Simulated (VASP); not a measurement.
Consider the following.

```xyz
4
Lattice="2.2922 -3.9703 0.0000 2.2922 3.9703 0.0000 0.0000 0.0000 7.4917" Properties=species:S:1:pos:R:3 pbc="T T T"
Ag     2.2922    -1.3234     3.7464
Ag     2.2922     1.3234     0.0005
I      2.2922    -1.3234     6.5547
I      2.2922     1.3234     2.8089
```

The numbers are results of vdW-DF-cx, VASP's PBE PAW potentials (set 64) (plane waves; VASP), not measurements. Run with 520 eV cut-off, 6×6×4 Γ-centred mesh, tetrahedra with Blöchl corrections, potentials Ag I.

The cores are frozen, which limits the accuracy of field gradients.

Q: Give the principal components of the electric field gradient (V/Å²) and the asymmetry η at each nucleus.

A: 
```csv
atom,Vxx,Vyy,Vzz,η
Ag1,0.0,0.0,0.0,-
Ag2,0.0,0.0,0.0,-
I3,-2.2,-2.2,4.4,0.00
I4,-2.2,-2.2,4.4,0.00
```

The compound is AgI in the wurtzite structure. It was relaxed first.
